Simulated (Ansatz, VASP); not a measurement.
**Cross-check of Ga5CuSe8 (Ga5CuSe8 (P-42m)) between VASP and Ansatz**

One calculation is typed for both programs; each brings its own data sets. How far apart do they land? The cell is taken from a series of runs on this material, whose earlier steps may have relaxed, scaled, displaced or heated it; both programs get it as it stands.

Method: plane waves, with VASP 6.6.1 beside it; relaxation of cell and atoms at r2SCAN, in Ansatz 0.2.0.

### Step 1. The starting structure

It takes space group P-42m (No. 111, tetragonal). Conventional cell: a = 5.474 Å, b = 5.474 Å, c = 11.195 Å, α = 90.00°, β = 90.00°, γ = 90.00°. Ga has 4 Se at 2.39 to 2.48 Å nearest. Ga has 4 Se at 2.43 Å nearest. Cu has 4 Se at 2.41 Å nearest. Se has 3 Ga at 2.43 to 2.48 Å nearest. Nearest to Se lie 2 Ga at 2.39 Å and 1 Cu at 2.41 Å. Farther neighbours and most contacts between anions are not listed.

Structure file:

```cif
data_structure
_symmetry_space_group_name_H-M 'P 1'
_symmetry_Int_Tables_number 1
_cell_length_a 5.4738
_cell_length_b 5.4738
_cell_length_c 11.1948
_cell_angle_alpha 90.000
_cell_angle_beta 90.000
_cell_angle_gamma 90.000
_cell_volume 335.43
loop_
_atom_site_label
_atom_site_type_symbol
_atom_site_fract_x
_atom_site_fract_y
_atom_site_fract_z
_atom_site_occupancy
Ga1 Ga 0.00000 0.50000 0.25485 1
Ga2 Ga 0.50000 0.00000 0.74515 1
Ga3 Ga 0.00000 0.50000 0.74515 1
Ga4 Ga 0.50000 0.00000 0.25485 1
Ga5 Ga 0.00000 0.00000 0.00000 1
Cu6 Cu 0.50000 0.50000 0.50000 1
Se7 Se 0.26454 0.26454 0.11677 1
Se8 Se 0.73546 0.73546 0.11677 1
Se9 Se 0.26454 0.73546 0.88323 1
Se10 Se 0.73546 0.26454 0.88323 1
Se11 Se 0.24113 0.24113 0.61951 1
Se12 Se 0.75887 0.75887 0.61951 1
Se13 Se 0.24113 0.75887 0.38049 1
Se14 Se 0.75887 0.24113 0.38049 1
```

### Step 2. VASP: relaxation of cell and atoms, r2SCAN

The relaxed volume is the usual yardstick between codes: in a stiff, nearly cubic crystal its relative difference is about their pressure difference at one cell divided by the bulk modulus.

Lines of VASP's logs that name or quote its potential files are left out, and so is its time.

The input, INCAR:

```
SYSTEM = Ga5CuSe8
PREC = Accurate
ENCUT = 660
EDIFF = 1E-07
NELM = 120
ISMEAR = -1
SIGMA = 0.01
LREAL = .FALSE.
ALGO = Normal
METAGGA = R2SCAN
LASPH = .TRUE.
NBANDS = 76
LORBIT = 11
LWAVE = .FALSE.
LCHARG = .FALSE.
ISIF = 3
IBRION = 2
NSW = 80
EDIFFG = -0.005
GGA_COMPAT = .FALSE.
NELMIN = 4
EFERMI = MIDGAP
LMIXTAU = .TRUE.
KPAR = 4
```

The input, POSCAR:

```
Ga5CuSe8
1.0
    5.4738490000      0.0000000000      0.0000000000
    0.0000000000      5.4738490000      0.0000000000
    0.0000000000      0.0000000000     11.1947770000
Ga Cu Se
5 1 8
Direct
    0.0000000913      0.5000000913      0.2548505879
    0.5000000913      0.0000000913      0.7451495015
    0.0000000913      0.5000000913      0.7451495015
    0.5000000913      0.0000000913      0.2548505879
    0.0000000913      0.0000000913      0.0000000447
    0.5000000913      0.5000000913      0.5000000447
    0.2645448385      0.2645448385      0.1167702582
    0.7354553441      0.7354553441      0.1167702582
    0.2645448385      0.7354553441      0.8832298312
    0.7354553441      0.2645448385      0.8832298312
    0.2411258513      0.2411258513      0.6195054623
    0.7588743313      0.7588743313      0.6195054623
    0.2411258513      0.7588743313      0.3804946271
    0.7588743313      0.2411258513      0.3804946271
```

The input, KPOINTS:

```
Automatic mesh
0
Gamma
5 5 3
0 0 0
```

PAW data sets: Ga_d, Cu and Se (PBE family, release 64).

Run with:

```sh
$ mpirun -np 4 vasp_std
```

Numbers of over 12 decimals in the logs are rounded to 6 here.

The program printed:

```text
[banner, memory and clock lines left out]
running    4 mpi-ranks, on    1 nodes
 distrk:  each k-point on    1 cores,    4 groups
 distr:  one band on    1 cores,    1 groups

 POSCAR found type information on POSCAR GaCuSe
 POSCAR found :  3 types and      14 ions
|                                                                             |
|               ----> ADVICE to this user running VASP <----                  |
|                                                                             |
|     You enforced a specific xc type in the INCAR file but a different       |
|     [... a line on the potential file left out ...]
|     I HOPE YOU KNOW WHAT YOU ARE DOING!                                     |
|                                                                             |

 LDA part: xc-table for (None), standard interpolation
 POSCAR, INCAR and KPOINTS ok, starting setup
 FFT: planning ... GRIDC
 FFT: planning ... GRID_SOFT
 FFT: planning ... GRID
 WAVECAR not read
 entering main loop
       N       E                     dE             d eps       ncg     rms          rms(c)
DAV:   1     0.137098288069E+04    0.13710E+04   -0.61546E+04  2100   0.255E+03
DAV:   2     0.155497744352E+03   -0.12155E+04   -0.11622E+04  1832   0.744E+02
DAV:   3    -0.171989839340E+03   -0.32749E+03   -0.31076E+03  2204   0.251E+02
DAV:   4    -0.208189577638E+03   -0.36200E+02   -0.35517E+02  2312   0.803E+01
DAV:   5    -0.209997617942E+03   -0.18080E+01   -0.17919E+01  2520   0.205E+01    0.133E+01
DAV:   6    -0.204319658405E+03    0.56780E+01   -0.24713E+01  2404   0.656E+01    0.947E+00
DAV:   7    -0.199260532688E+03    0.50591E+01   -0.71198E+00  2520   0.509E+01    0.540E+00
DAV:   8    -0.191539952224E+03    0.77206E+01   -0.39198E+00  2400   0.145E+01    0.308E+00
DAV:   9    -0.191666904164E+03   -0.12695E+00   -0.17241E+00  2464   0.146E+01    0.950E-01
DAV:  10    -0.191728143698E+03   -0.61240E-01   -0.34512E-01  2344   0.562E+00    0.393E-01
DAV:  11    -0.191728103956E+03    0.39742E-04   -0.12929E-01  1948   0.179E+00    0.302E-01
DAV:  12    -0.191822037568E+03   -0.93934E-01   -0.48120E-02  2296   0.163E+00    0.892E-02
DAV:  13    -0.191823429495E+03   -0.13919E-02   -0.38775E-03  2132   0.335E-01    0.771E-02
DAV:  14    -0.191825842945E+03   -0.24135E-02   -0.12738E-03  2216   0.201E-01    0.505E-02
DAV:  15    -0.191826472089E+03   -0.62914E-03   -0.68407E-04  2468   0.192E-01    0.217E-02
DAV:  16    -0.191826622567E+03   -0.15048E-03   -0.17887E-04  2480   0.930E-02    0.143E-02
DAV:  17    -0.191826622258E+03    0.30956E-06   -0.52570E-05  2304   0.402E-02    0.142E-02
DAV:  18    -0.191826667382E+03   -0.45124E-04   -0.41172E-05  2240   0.447E-02    0.398E-03
DAV:  19    -0.191826668489E+03   -0.11069E-05   -0.25576E-06  2096   0.823E-03    0.255E-03
DAV:  20    -0.191826668354E+03    0.13509E-06   -0.79348E-07  2224   0.963E-03    0.126E-03
DAV:  21    -0.191826668928E+03   -0.57462E-06   -0.48239E-07  1848   0.298E-03    0.872E-04
DAV:  22    -0.191826669684E+03   -0.75565E-06   -0.35728E-08  1144   0.173E-03    0.297E-04
DAV:  23    -0.191826669834E+03   -0.14962E-06   -0.16712E-08  1128   0.118E-03    0.416E-04
DAV:  24    -0.191826669851E+03   -0.17724E-07   -0.16156E-08  1080   0.190E-03
   1 F= -.19182667E+03 E0= -.19182667E+03  d E =-.191827E+03
[... from here on, the cycles between the ionic steps are left out ...]
   2 F= -.19182699E+03 E0= -.19182699E+03  d E =-.320555E-03
   3 F= -.19182703E+03 E0= -.19182703E+03  d E =-.363086E-03
   4 F= -.19182706E+03 E0= -.19182706E+03  d E =-.390142E-03
   5 F= -.19182721E+03 E0= -.19182721E+03  d E =-.149302E-03
   6 F= -.19182736E+03 E0= -.19182736E+03  d E =-.299910E-03
   7 F= -.19182742E+03 E0= -.19182742E+03  d E =-.601351E-04
   8 F= -.19182742E+03 E0= -.19182742E+03  d E =-.617250E-04
 curvature:  -0.47 expect dE=-0.651E-05 dE for cont linesearch -0.152E-08
 trial: gam= 0.08695 g(F)=  0.723E-05 g(S)=  0.661E-05 ort =-0.732E-06 (trialstep = 0.726E+00)
 search vector abs. value=  0.150E-04
 bond charge predicted
       N       E                     dE             d eps       ncg     rms          rms(c)
DAV:   1    -0.191827442795E+03   -0.21260E-04   -0.63411E-04  2496   0.223E-01    0.317E-02
DAV:   2    -0.191827434970E+03    0.78245E-05   -0.14545E-04  2352   0.180E-01    0.151E-02
DAV:   3    -0.191827436656E+03   -0.16856E-05   -0.42514E-05  2612   0.105E-01    0.106E-02
DAV:   4    -0.191827436780E+03   -0.12438E-06   -0.72787E-06  2568   0.293E-02    0.277E-03
DAV:   5    -0.191827436569E+03    0.21110E-06   -0.13176E-06  2340   0.951E-03    0.118E-03
DAV:   6    -0.191827436155E+03    0.41428E-06   -0.30282E-07  1576   0.443E-03    0.362E-04
DAV:   7    -0.191827435830E+03    0.32539E-06   -0.92799E-08  1212   0.250E-03    0.198E-04
DAV:   8    -0.191827435765E+03    0.65042E-07   -0.29793E-08  1032   0.149E-03
   9 F= -.19182744E+03 E0= -.19182744E+03  d E =-.141360E-04
 trial-energy change:   -0.000014  1 .order   -0.000007   -0.000010   -0.000004
 step:   0.7783(harm=  1.1690)  dis= 0.00017  next Energy=  -191.827436 (dE=-0.143E-04)
 reached required accuracy - stopping structural energy minimisation
```

From OUTCAR (step 2):

```text
ion  position               nearest neighbor table
   1  0.000  0.500  0.255-  13 2.39  14 2.39   7 2.48   8 2.48
   2  0.500  0.000  0.745-  12 2.39  11 2.39   9 2.48  10 2.48
   3  0.000  0.500  0.745-  12 2.39  11 2.39   9 2.48  10 2.48
   4  0.500  0.000  0.255-  14 2.39  13 2.39   7 2.48   8 2.48
   5  0.000  0.000  0.000-   7 2.43   8 2.43   9 2.43  10 2.43
   6  0.500  0.500  0.500-  12 2.41  11 2.41  13 2.41  14 2.41
   7  0.265  0.265  0.117-   5 2.43   4 2.48   1 2.48
   8  0.735  0.735  0.117-   5 2.43   4 2.48   1 2.48
   9  0.265  0.735  0.883-   5 2.43   3 2.48   2 2.48
  10  0.735  0.265  0.883-   5 2.43   3 2.48   2 2.48
  11  0.241  0.241  0.620-   2 2.39   3 2.39   6 2.41
  12  0.759  0.759  0.620-   2 2.39   3 2.39   6 2.41
  13  0.241  0.759  0.380-   1 2.39   4 2.39   6 2.41
  14  0.759  0.241  0.380-   4 2.39   1 2.39   6 2.41

  LATTYP: Found a simple tetragonal cell.
 ALAT       =     5.4738490000
 C/A-ratio  =     2.0451380738

 Subroutine GETGRP returns: Found  8 space group operations
 (whereof  8 operations were pure point group operations)

The static configuration has the point symmetry D_2d.

 Found     12 irreducible k-points:

   k-points           NKPTS =     12   k-points in BZ     NKDIM =     12   number of bands    NBANDS=     76

   dimension x,y,z NGX =    48 NGY =   48 NGZ =   96
   dimension x,y,z NGXF=    96 NGYF=   96 NGZF=  192

   ENCUT  =  660.0 eV  48.51 Ry    6.96 a.u.  11.47 11.47 23.45*2*pi/ulx,y,z

   NELECT =     124.0000    total number of electrons

 k-points in reciprocal lattice and weights: Automatic mesh
   0.00000000  0.00000000  0.00000000       0.013
   0.20000000  0.00000000  0.00000000       0.053
   0.40000000  0.00000000  0.00000000       0.053
   0.20000000  0.20000000  0.00000000       0.053
   0.40000000  0.20000000  0.00000000       0.107
   0.40000000  0.40000000  0.00000000       0.053
   0.00000000  0.00000000  0.33333333       0.027
   0.20000000  0.00000000  0.33333333       0.107
   0.40000000  0.00000000  0.33333333       0.107
   0.20000000  0.20000000  0.33333333       0.107
   0.40000000  0.20000000  0.33333333       0.213
   0.40000000  0.40000000  0.33333333       0.107

 average (electrostatic) potential at core
       1 -72.2847       2 -72.2847       3 -72.2847       4 -72.2847       5 -72.5965
       6 -72.0803       7 -59.7200       8 -59.7200       9 -59.7200      10 -59.7200
      11 -59.1288      12 -59.1288      13 -59.1288      14 -59.1288

 E-fermi :   3.6719

 k-point     1 :       0.0000    0.0000    0.0000
  band No.  band energies     occupation
    ...
     58       1.7346      2.00000
     59       1.9667      2.00000
     60       2.9056      2.00000
     61       3.1702      2.00000
     62       3.1703      2.00000
     63       4.0765      0.00000
     64       4.7652      0.00000
     65       5.0106      0.00000
     66       5.2657      0.00000
     67       5.4200      0.00000
    ...

 k-point     2 :       0.2000    0.0000    0.0000
  band No.  band energies     occupation
    ...
     58       1.7967      2.00000
     59       2.1401      2.00000
     60       2.7556      2.00000
     61       2.8413      2.00000
     62       2.9641      2.00000
     63       4.9365      0.00000
     64       5.0539      0.00000
     65       5.4818      0.00000
     66       5.7555      0.00000
     67       5.8419      0.00000
    ...

 k-point     3 :       0.4000    0.0000    0.0000
  band No.  band energies     occupation
    ...
     58       1.8352      2.00000
     59       2.3025      2.00000
     60       2.6198      2.00000
     61       2.6590      2.00000
     62       2.7462      2.00000
     63       5.4333      0.00000
     64       5.8476      0.00000
     65       6.0262      0.00000
     66       6.2318      0.00000
     67       6.3565      0.00000
    ...

  Total        0.0016917      0.0016917     -0.0073185      0.0000000      0.0000000      0.0000000
  in kB        0.0080996      0.0080996     -0.0350398      0.0000000      0.0000000      0.0000000
  external PRESSURE =      -0.0062802 kB  Pullay stress =       0.0000000 kB

  energy-cutoff  :      660.00
  volume of cell :      334.64
      direct lattice vectors                 reciprocal lattice vectors
     5.469776586  0.000000000 -0.000000000     0.182822824 -0.000000000 -0.000000000
     0.000000000  5.469776586 -0.000000000     0.000000000  0.182822824  0.000000000
     0.000000000  0.000000000 11.184952095     0.000000000  0.000000000  0.089405837

 POSITION                                       TOTAL-FORCE (eV/Angst)
 -----------------------------------------------------------------------------------
      0.00000      2.73489      2.84843        -0.000000     -0.000000     -0.000500
      2.73489      0.00000      8.33652         0.000000     -0.000000      0.000500
      0.00000      2.73489      8.33652         0.000000     -0.000000      0.000500
      2.73489      0.00000      2.84843         0.000000     -0.000000     -0.000500
      0.00000      0.00000      0.00000        -0.000000     -0.000000      0.000000
      2.73489      2.73489      5.59248         0.000000     -0.000000      0.000000
      1.44980      1.44980      1.30052         0.001606      0.001606     -0.001586
      4.01998      4.01998      1.30052        -0.001606     -0.001606     -0.001586
      1.44980      4.01998      9.88443         0.001606     -0.001606      0.001586
      4.01998      1.44980      9.88443        -0.001606      0.001606      0.001586
      1.31560      1.31560      6.92925         0.000428      0.000428      0.003185
      4.15418      4.15418      6.92925        -0.000428     -0.000428      0.003185
      1.31560      4.15418      4.25570         0.000428     -0.000428     -0.003185
      4.15418      1.31560      4.25570        -0.000428      0.000428     -0.003185
 -----------------------------------------------------------------------------------
    total drift:                               -0.002247     -0.002247     -0.002219

  FREE ENERGIE OF THE ION-ELECTRON SYSTEM (eV)
  ---------------------------------------------------
  free  energy   TOTEN  =      -191.8274357645 eV

  energy  without entropy=     -191.8274357645  energy(sigma->0) =     -191.82743576

 reached required accuracy - stopping structural energy minimisation

 total charge
# of ion       s       p       d       tot
------------------------------------------
    1        0.825   0.713  10.028  11.566
    2        0.825   0.713  10.028  11.566
    3        0.825   0.713  10.028  11.566
    4        0.825   0.713  10.028  11.566
    5        0.819   0.730  10.028  11.577
    6        0.366   0.362   9.286  10.014
    7        1.462   2.413   0.030   3.905
    8        1.462   2.413   0.030   3.905
    9        1.462   2.413   0.030   3.905
   10        1.462   2.413   0.030   3.905
   11        1.456   2.412   0.039   3.906
   12        1.456   2.412   0.039   3.906
   13        1.456   2.412   0.039   3.906
   14        1.456   2.412   0.039   3.906
--------------------------------------------------
tot         16.157  23.244  59.702  99.103

[... 3 further parts left out ...]
```

CONTCAR:

```
Ga5CuSe8
   1.00000000000000
     5.4697765857743681    0.0000000000000000   -0.0000000000000000
     0.0000000000000000    5.4697765857743681   -0.0000000000000000
     0.0000000000000000    0.0000000000000000   11.1849520948789163
  Ga              Cu              Se
     5     1     8
Direct
     0.0000000913000022    0.5000000913000022    0.2546661397560306
     0.5000000913000022    0.0000000913000022    0.7453339496439731
     0.0000000913000022    0.5000000913000022    0.7453339496439731
     0.5000000913000022    0.0000000913000022    0.2546661397560306
     0.0000000913000022    0.0000000913000022    0.0000000447000019
     0.5000000913000022    0.5000000913000022    0.5000000447000019
     0.2650563467907575    0.2650563467907575    0.1162742577971434
     0.7349438358092469    0.7349438358092469    0.1162742577971434
     0.2650563467907575    0.7349438358092469    0.8837258316028533
     0.7349438358092469    0.2650563467907575    0.8837258316028533
     0.2405220263445612    0.2405220263445612    0.6195155505074715
     0.7594781562554361    0.7594781562554361    0.6195155505074715
     0.2405220263445612    0.7594781562554361    0.3804845388925252
     0.7594781562554361    0.2405220263445612    0.3804845388925252
```

This run has no spin polarisation, so a moment on Cu, if there is one, isn't seen. The run keeps the 8 symmetry operations of its start, so it cannot find a distortion of lower symmetry.

[end of part 1 of 2]

[Lines on the potential files, build, host, timing and source positions are cut from VASP's logs without a mark.]

[Logs are printed without paths, hosts, clocks, repeated set-up lines and the standing remarks that a program may print on its own settings, such as how far it seeks lower states.]

[Hosts, paths, dates, database ids (printed as entryN), source tags and the programs' standing remarks are cut or masked in the printed files.]
